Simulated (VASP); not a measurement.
# Native point defects of MoS2, part 6 of 7

Which native defect is cheapest in MoS2, and how does that change with the growth condition? The start is a cell from a database of measured crystal structures.

VASP 6.6.1, plane waves and PAW; the level of theory is named at each step.

So far. Step 6 (Relaxing the atoms): The run ended after 2 ionic steps, 0.035 eV below its first step, once the forces on the free atoms met EDIFFG = -0.03. Step 6 (Relaxing the atoms): Energy at zero smearing: -34.87010 eV.

### Step 7. Relaxing the defect, charge 0

This step: PBEsol, no spin polarisation; plane waves and PAW (Mo, S) (VASP 6.6.1).

System of this step: Mo17S36. The cell holds 53 atoms: 17 Mo and 36 S. Cell: a = 12.922 Å, b = 19.382 Å, c = 19.382 Å, α = 28.2°, β = 28.2°, γ = 28.2°. It derives from MoS2. Nearest the centre at fractional (0.000, 0.000, 0.000): S20 at 2.35 Å, S24 at 2.36 Å, S45 at 2.37 Å, S27 at 2.37 Å, S42 at 2.38 Å, S38 at 2.39 Å, Mo7 at 3.12 Å, Mo11 at 3.12 Å.

Atoms within 3.3 Å of the defect's centre start slightly displaced, with symmetry off, so that a distortion can develop. The atoms relax at the host's fixed cell.

Input file INCAR:

```
SYSTEM = Mo17S36
PREC = Normal
ENCUT = 300
EDIFF = 1E-05
NELM = 120
ISMEAR = 0
SIGMA = 0.05
LREAL = Auto
ALGO = Fast
GGA = PS
NBANDS = 200
LASPH = .TRUE.
LORBIT = 11
LWAVE = True
LCHARG = .TRUE.
KPAR = 4
NCORE = 2
IBRION = 2
NSW = 50
ISIF = 2
EDIFFG = -0.03
POTIM = 0.4
MAXMIX = 40
ISYM = 0
```

Input file POSCAR:

```
Mo17S36
1.0
    3.1431429252      1.8146944140     12.4013934838
   -4.7147143878      2.7220416210     18.6020902257
    0.0000000000     -5.4440832417     18.6020902257
Mo S
17 36
Direct
    0.0000398600      0.0000265700      0.3333599100
    0.0000398600      0.0000265700      0.6666932400
    0.0000398600      0.3333599100      0.0000265700
    0.0000398600      0.3333599100      0.3333599100
    0.9873366400      0.3396854000      0.6668272500
    0.0000398600      0.6666932400      0.0000265700
    0.0047730600      0.6672294800      0.3294609100
    0.0000398600      0.6666932400      0.6666932400
    0.5000398600      0.0000265700      0.0000265700
    0.5000398600      0.0000265700      0.3333599100
    0.4945169300      0.0027688800      0.6673761000
    0.5000398600      0.3333599100      0.0000265700
    0.5000398600      0.3333599100      0.3333599100
    0.5000398600      0.3333599100      0.6666932400
    0.5000398600      0.6666932400      0.0000265700
    0.5000398600      0.6666932400      0.3333599100
    0.5000398600      0.6666932400      0.6666932400
    0.2086753100      0.1391168800      0.1391168800
    0.2086753100      0.1391168800      0.4724502100
    0.2082008800      0.1343716300      0.8097779400
    0.2086753100      0.4724502100      0.1391168800
    0.2086753100      0.4724502100      0.4724502100
    0.2086753100      0.4724502100      0.8057835400
    0.1988541700      0.8132571700      0.1392932700
    0.2086753100      0.8057835400      0.4724502100
    0.2086753100      0.8057835400      0.8057835400
    0.7145785900      0.1427402600      0.1318620000
    0.7086753100      0.1391168800      0.4724502100
    0.7086753100      0.1391168800      0.8057835400
    0.7086753100      0.4724502100      0.1391168800
    0.7086753100      0.4724502100      0.4724502100
    0.7086753100      0.4724502100      0.8057835400
    0.7086753100      0.8057835400      0.1391168800
    0.7086753100      0.8057835400      0.4724502100
    0.7086753100      0.8057835400      0.8057835400
    0.1247848300      0.0831898800      0.0831898800
    0.1247848300      0.0831898800      0.4165232200
    0.1252607400      0.0828118100      0.7502433100
    0.1247848300      0.4165232200      0.0831898800
    0.1247848300      0.4165232200      0.4165232200
    0.1247848300      0.4165232200      0.7498565500
    0.1169832500      0.7537341400      0.0832723300
    0.1247848300      0.7498565500      0.4165232200
    0.1247848300      0.7498565500      0.7498565500
    0.6301290400      0.0844704400      0.0783240800
    0.6247848300      0.0831898800      0.4165232200
    0.6247848300      0.0831898800      0.7498565500
    0.6247848300      0.4165232200      0.0831898800
    0.6247848300      0.4165232200      0.4165232200
    0.6247848300      0.4165232200      0.7498565500
    0.6247848300      0.7498565500      0.0831898800
    0.6247848300      0.7498565500      0.4165232200
    0.6247848300      0.7498565500      0.7498565500
```

Input file KPOINTS:

```
Automatic mesh
0
Gamma
2 2 2
0 0 0
```

The projector-augmented-wave data sets are Mo and S (PBE family, release 64).

Started as:

```sh
$ mpirun -np 8 vasp_std
```

Output:

```text
[banner, memory and clock lines left out]
running    8 mpi-ranks, on    1 nodes
[...]
[... a notice as in an earlier step ...]

 LDA part: xc-table for (Slater+PW92), standard interpolation
 POSCAR, INCAR and KPOINTS ok, starting setup
[...]
entering main loop
       N       E                     dE             d eps       ncg     rms          rms(c)
DAV:   1     0.124181206056E+04    0.12418E+04   -0.10283E+05  3208   0.907E+02
DAV:   2    -0.293107172991E+03   -0.15349E+04   -0.14581E+04  3992   0.224E+02
DAV:   3    -0.424218284480E+03   -0.13111E+03   -0.12898E+03  3960   0.638E+01
DAV:   4    -0.429165628990E+03   -0.49473E+01   -0.49160E+01  4416   0.129E+01
[...]
RMM:  16    -0.401578859801E+03    0.76942E-04   -0.75463E-04  3284   0.459E-02    0.471E-02
RMM:  17    -0.401578865211E+03   -0.54102E-05   -0.35459E-04  3777   0.248E-02    0.276E-02
RMM:  18    -0.401578864145E+03    0.10663E-05   -0.79713E-05  2885   0.125E-02
   1 F= -.40157886E+03 E0= -.40156826E+03  d E =-.401579E+03
[... from here on, the cycles between the ionic steps are left out ...]
   2 F= -.40180753E+03 E0= -.40179723E+03  d E =-.228667E+00
   3 F= -.40180801E+03 E0= -.40179763E+03  d E =-.229141E+00
   4 F= -.40183635E+03 E0= -.40182556E+03  d E =-.283405E-01
   5 F= -.40183932E+03 E0= -.40182838E+03  d E =-.313098E-01
   6 F= -.40185055E+03 E0= -.40183938E+03  d E =-.112329E-01
   7 F= -.40185240E+03 E0= -.40184108E+03  d E =-.130804E-01
   8 F= -.40185999E+03 E0= -.40184836E+03  d E =-.759165E-02
   9 F= -.40186087E+03 E0= -.40184909E+03  d E =-.847596E-02
  10 F= -.40186549E+03 E0= -.40185342E+03  d E =-.461912E-02
  11 F= -.40186569E+03 E0= -.40185354E+03  d E =-.481909E-02
[...]
soft stop encountered!  aborting job ...
  12 F= -.40186835E+03 E0= -.40185598E+03  d E =-.265862E-02
 trial-energy change:   -0.002659  1 .order   -0.002575   -0.003961   -0.001189
 step:   1.7406(harm=  1.8495)  dis= 0.00647  next Energy=  -401.868558 (dE=-0.287E-02)
 writing wavefunctions
 deleting file STOPCAR
```

The job ended after 51 min (8 MPI ranks of AMD EPYC 7R43, shared host; peak memory 5.7 GiB).

The steps of the relaxation:

```csv
step,energy less that of the first step (eV),largest force (eV/Å)
1,0.0000,2.2496
2,-0.2287,0.4018
3,-0.2291,0.4434
4,-0.2575,0.2150
5,-0.2605,0.2106
6,-0.2717,0.1579
7,-0.2735,0.1546
8,-0.2811,0.1011
9,-0.2820,0.1294
10,-0.2866,0.0909
11,-0.2868,0.1065
12,-0.2895,0.0501
```

The atoms that moved most (Å):

```csv
atom,dx,dy,dz,length
Mo5,0.113,-0.003,0.029,0.117
S27,-0.055,-0.080,0.013,0.098
S24,0.061,0.004,-0.043,0.075
S45,-0.040,-0.058,0.006,0.070
S42,0.056,0.018,0.032,0.067
Mo10,-0.028,0.026,-0.001,0.039
S52,-0.004,0.034,0.007,0.035
S20,-0.012,0.032,-0.006,0.035
```

The run met its time limit with a largest force of 0.05 eV/Å at its last finished step, short of the threshold. The session uses it under a looser, picked bar, without proof that a minimum is near.

### Step 8. Relax the defect, with spin

This step: PBEsol, spin-polarised, with small moments to start from; plane waves and PAW (Mo, S) (VASP 6.6.1).

The run without spin left next to no gap between filled and empty levels, or none was read from it, so the cell relaxes again with spin allowed, from small moments on four atoms at or near the defect.

Changes to INCAR since step 7:

```diff
@@ -11,6 +11,9 @@
 NBANDS = 200
+ISPIN = 2
+MAGMOM = 0 0 0 0 0 0 0 0 0 0 0 0 0 0 0 0 0 0 0 0.6 0 0 0 0.6 0 0 0.6 0 0 0 0 0 0 0 0 0 0 0 0 0 0 0 0 0 0.6 0 0 0 0 0 0 0 0
 LASPH = .TRUE.
+LMAXMIX = 4
 LORBIT = 11
 LWAVE = True
-LCHARG = .TRUE.
+LCHARG = .FALSE.
 KPAR = 4
@@ -18,3 +21,3 @@
 IBRION = 2
-NSW = 50
+NSW = 40
 ISIF = 2
```

Input file POSCAR:

```
Mo17S36
1.0
    3.1431429252      1.8146944140     12.4013934838
   -4.7147143878      2.7220416210     18.6020902257
    0.0000000000     -5.4440832417     18.6020902257
Mo S
17 36
Direct
    0.0015861062      0.9996657439      0.3326179403
    0.9989166985      0.9998810716      0.6676926385
    0.0013722531      0.3330196741      0.9995368206
    0.9974329860      0.3346524672      0.3340163105
    0.0058166092      0.3279704115      0.6677609208
    0.9985636431      0.6684963739      0.9991827331
    0.0054211834      0.6687025304      0.3280052885
    0.9972424798      0.6676819694      0.6675311483
    0.4992929538      0.0004502237      0.0000609480
    0.4978730649      0.0046137306      0.3301496132
    0.4974493846      0.0023547032      0.6658334349
    0.4980378167      0.3311932238      0.0039621090
    0.5019104784      0.3330084619      0.3323533553
    0.4991575914      0.3339873094      0.6666630674
    0.4974849019      0.6660589483      0.0018072594
    0.4991320594      0.6668007984      0.3338218847
    0.5035709744      0.6661463443      0.6648126230
    0.2093779192      0.1390868732      0.1388715066
    0.2054904514      0.1398674071      0.4737882972
    0.2090047530      0.1375269335      0.8057874335
    0.2045213499      0.4752413906      0.1390638483
    0.2097911748      0.4714551641      0.4721043862
    0.2077176702      0.4733589592      0.8055504439
    0.2077996216      0.8062509279      0.1380481112
    0.2077229698      0.8056853796      0.4731355821
    0.2110313801      0.8052505907      0.8046878666
    0.6988007500      0.1439743562      0.1418528703
    0.7104421162      0.1391801254      0.4709879987
    0.7078680058      0.1395600151      0.8059767217
    0.7098927123      0.4717602022      0.1389269763
    0.7073242140      0.4731227557      0.4729796631
    0.7109332171      0.4695269726      0.8064827024
    0.7075685572      0.8063652704      0.1393051993
    0.7101914501      0.8082441129      0.4685180659
    0.7037047337      0.8075863429      0.8068035051
    0.1250231837      0.0833125600      0.0827562359
    0.1212819688      0.0844687636      0.4179070606
    0.1264421434      0.0837588287      0.7480116639
    0.1220239204      0.4182726677      0.0836551365
    0.1267516396      0.4170043701      0.4149998750
    0.1240567693      0.4171359092      0.7496672022
    0.1283466870      0.7494634464      0.0816921476
    0.1241852937      0.7495563205      0.4170617321
    0.1267244740      0.7497099329      0.7486713462
    0.6186390741      0.0853068176      0.0854782152
    0.6267318286      0.0835787294      0.4147048336
    0.6237450177      0.0838063667      0.7498731390
    0.6274363123      0.4145406909      0.0831239093
    0.6236340399      0.4168783781      0.4168448903
    0.6268097246      0.4137729979      0.7517445648
    0.6231672925      0.7503818242      0.0836187234
    0.6274616707      0.7524613862      0.4124961233
    0.6211881685      0.7515715548      0.7504245472
```

KPOINTS is that of step 7.

Started as:

```sh
$ mpirun -np 8 vasp_std
```

Output:

```text
[... set-up lines as in an earlier step ...]
 entering main loop
       N       E                     dE             d eps       ncg     rms          rms(c)
DAV:   1     0.124193939030E+04    0.12419E+04   -0.10270E+05  6424   0.906E+02
DAV:   2    -0.292587126638E+03   -0.15345E+04   -0.14573E+04  7944   0.224E+02
DAV:   3    -0.424254144945E+03   -0.13167E+03   -0.12947E+03  7968   0.639E+01
DAV:   4    -0.429171445089E+03   -0.49173E+01   -0.48867E+01  8824   0.129E+01
[...]
RMM:  21    -0.401873638869E+03   -0.42181E-04   -0.83519E-05  6021   0.128E-02    0.243E-02
RMM:  22    -0.401873686583E+03   -0.47714E-04   -0.21736E-04  7370   0.208E-02    0.118E-02
RMM:  23    -0.401873691747E+03   -0.51648E-05   -0.25330E-05  4045   0.796E-03
   1 F= -.40187369E+03 E0= -.40186666E+03  d E =-.401874E+03  mag=     0.6832
[...]
2 F= -.40187543E+03 E0= -.40186892E+03  d E =-.173912E-02  mag=     0.7302
[...]
3 F= -.40187628E+03 E0= -.40187033E+03  d E =-.258784E-02  mag=     0.7626
[...]
4 F= -.40187720E+03 E0= -.40187142E+03  d E =-.918359E-03  mag=     0.7756
[...]
trial-energy change:   -0.000918  1 .order   -0.000918   -0.000980   -0.000857
 step:   1.3927(harm=  2.7793)  dis= 0.00656  next Energy=  -401.880189 (dE=-0.391E-02)
[...]
N       E                     dE             d eps       ncg     rms          rms(c)
DAV:   1    -0.401877193414E+03    0.17397E-05   -0.48957E-01  6768   0.120E+00    0.374E-01
 hard stop encountered!  aborting job ...
 -----------------------------------------------------------------------------
|                                                                             |
|           W    W    AA    RRRRR   N    N  II  N    N   GGGG   !!!           |
|           W    W   A  A   R    R  NN   N  II  NN   N  G    G  !!!           |
|           W    W  A    A  R    R  N N  N  II  N N  N  G       !!!           |
|           W WW W  AAAAAA  RRRRR   N  N N  II  N  N N  G  GGG   !            |
|           WW  WW  A    A  R   R   N   NN  II  N   NN  G    G                |
|           W    W  A    A  R    R  N    N  II  N    N   GGGG   !!!           |
|                                                                             |
|     The electronic self-consistency was not achieved in the given           |
|     number of steps (NELM). The forces and other quantities evaluated       |
|     might not be reliable so examine the results carefully. If you find     |
|     spurious results, we suggest increasing NELM, if you were close to      |
|     convergence or switching to a different ALGO or adjusting the           |
|     density mixing parameters otherwise.                                    |
|                                                                             |
 -----------------------------------------------------------------------------

 soft stop encountered!  aborting job ...
```

Run time: 41 min. Hardware: 8 MPI ranks.

Step by step:

```csv
step,energy less that of the first step (eV),largest force (eV/Å)
1,0.0000,0.0769
2,-0.0017,0.0652
3,-0.0026,0.0728
4,-0.0035,0.0680
```

The run met its time limit with a largest force of 0.07 eV/Å at its last finished step, so it is continued.

### Step 9. Going on with the relaxation

Changes to INCAR since step 8:

```diff
@@ -20,3 +20,3 @@
 NCORE = 2
-IBRION = 2
+IBRION = 1
 NSW = 40
@@ -24,3 +24,3 @@
 EDIFFG = -0.03
-POTIM = 0.4
+POTIM = 0.3
 MAXMIX = 40
```

Input file POSCAR:

```
Mo17S36
1.0
    3.1431429252      1.8146944140     12.4013934838
   -4.7147143878      2.7220416210     18.6020902257
    0.0000000000     -5.4440832417     18.6020902257
Mo S
17 36
Direct
    0.0015870761      0.9996220151      0.3326020487
    0.9985473338      0.9999232797      0.6678867453
    0.0016059540      0.3328911006      0.9994586252
    0.9969870072      0.3348794117      0.3341471740
    0.0061897824      0.3281602317      0.6673352099
    0.9983893162      0.6685640195      0.9992349446
    0.0064052624      0.6684217067      0.3274022599
    0.9979055759      0.6675878869      0.6671720939
    0.4993843979      0.0004716199      0.0000764208
    0.4970111504      0.0048461432      0.3304997416
    0.4985835938      0.0019092930      0.6654856796
    0.4970342620      0.3315939637      0.0042143693
    0.5020553661      0.3328612016      0.3323016939
    0.4991035631      0.3339781527      0.6668219449
    0.4990562792      0.6657549679      0.0010998430
    0.4991611020      0.6670198909      0.3336674084
    0.5032865820      0.6660197692      0.6650619492
    0.2095680368      0.1389649120      0.1388656583
    0.2050451888      0.1399712855      0.4739247252
    0.2085453266      0.1370627757      0.8061061097
    0.2042041353      0.4752400223      0.1392473986
    0.2102688975      0.4713894165      0.4717909737
    0.2079047932      0.4732331185      0.8055962941
    0.2074426733      0.8067414178      0.1375267582
    0.2078997227      0.8058731636      0.4728907461
    0.2109884828      0.8052534427      0.8047160732
    0.6975567536      0.1443486852      0.1422610059
    0.7103613497      0.1391536870      0.4711197091
    0.7076791486      0.1395760930      0.8060803042
    0.7098469693      0.4719179340      0.1387356402
    0.7068308588      0.4733928541      0.4730259835
    0.7110656810      0.4694033414      0.8066548810
    0.7076010298      0.8064006306      0.1392354208
    0.7102093814      0.8080962807      0.4685929323
    0.7045380361      0.8070123624      0.8067884306
    0.1251337856      0.0831709534      0.0827635269
    0.1212139782      0.0846055019      0.4179057863
    0.1265068736      0.0835589542      0.7485780221
    0.1218190365      0.4182844495      0.0838355204
    0.1271390764      0.4168366980      0.4150257336
    0.1242843156      0.4169584653      0.7495862804
    0.1277321297      0.7499819967      0.0818579528
    0.1243048423      0.7496754047      0.4167859815
    0.1267777567      0.7496563630      0.7487160089
    0.6180228982      0.0857876830      0.0857370369
    0.6268785122      0.0835160368      0.4145687738
    0.6235699898      0.0838538374      0.7498808282
    0.6273248584      0.4148008778      0.0829858530
    0.6231957294      0.4170926446      0.4168832879
    0.6266968829      0.4136014037      0.7519613200
    0.6233627791      0.7503233158      0.0835128403
    0.6273418979      0.7525096444      0.4126736756
    0.6219380273      0.7509590026      0.7505249942
```

KPOINTS is that of step 8.

Started as:

```sh
$ mpirun -np 8 vasp_std
```

Output:

```text
[... set-up lines as in an earlier step ...]
 entering main loop
       N       E                     dE             d eps       ncg     rms          rms(c)
DAV:   1     0.124234133041E+04    0.12423E+04   -0.10270E+05  6424   0.906E+02
DAV:   2    -0.292571680259E+03   -0.15349E+04   -0.14577E+04  7944   0.224E+02
DAV:   3    -0.424220504229E+03   -0.13165E+03   -0.12946E+03  7952   0.640E+01
DAV:   4    -0.429154544027E+03   -0.49340E+01   -0.49028E+01  8800   0.129E+01
[...]
RMM:  21    -0.401877155861E+03   -0.65176E-04   -0.15864E-04  6826   0.176E-02    0.249E-02
RMM:  22    -0.401877189301E+03   -0.33441E-04   -0.16006E-04  6939   0.180E-02    0.102E-02
RMM:  23    -0.401877193569E+03   -0.42674E-05   -0.21367E-05  3985   0.797E-03
   1 F= -.40187719E+03 E0= -.40187135E+03  d E =-.401877E+03  mag=     0.7694
[...]
2 F= -.40187838E+03 E0= -.40187255E+03  d E =-.118962E-02  mag=     0.7701
[...]
3 F= -.40187882E+03 E0= -.40187310E+03  d E =-.432951E-03  mag=     0.7835
[...]
4 F= -.40187938E+03 E0= -.40187377E+03  d E =-.564239E-03  mag=     0.7846
 BRION: g(F)=  0.243E-03 g(S)=  0.000E+00 retain N=  1 mean eig= 7.74
 eig:   7.743
[...]
N       E                     dE             d eps       ncg     rms          rms(c)
DAV:   1    -0.401879747269E+03   -0.37152E-03   -0.21912E-01  6832   0.789E-01    0.226E-01
 hard stop encountered!  aborting job ...
 [... a notice as in an earlier step ...]

 soft stop encountered!  aborting job ...
```

The job ended after 41 min (8 MPI ranks).

The steps of the relaxation:

```csv
step,energy less that of the first step (eV),largest force (eV/Å)
1,0.0000,0.0680
2,-0.0012,0.0510
3,-0.0016,0.0451
4,-0.0022,0.0424
```

The run met its time limit with a largest force of 0.04 eV/Å at its last finished step, short of the threshold. The session uses it under a looser, picked bar, without proof that a minimum is near.

(Continued in part 7 of 7.)

[Lines on the potential files, build, host, timing and source positions are cut from VASP's logs without a mark.]

[Logs are printed without paths, hosts, clocks, repeated set-up lines and the standing remarks that a program may print on its own settings, such as how far it seeks lower states.]

[Hosts, paths, dates, database ids (printed as entryN), source tags and the programs' standing remarks are cut or masked in the printed files.]

[In band tables of VASP the shares of atoms and orbitals are scaled to a sum of 1 inside the atoms' spheres.]

[Runs that stopped without an error message from VASP are left out.]
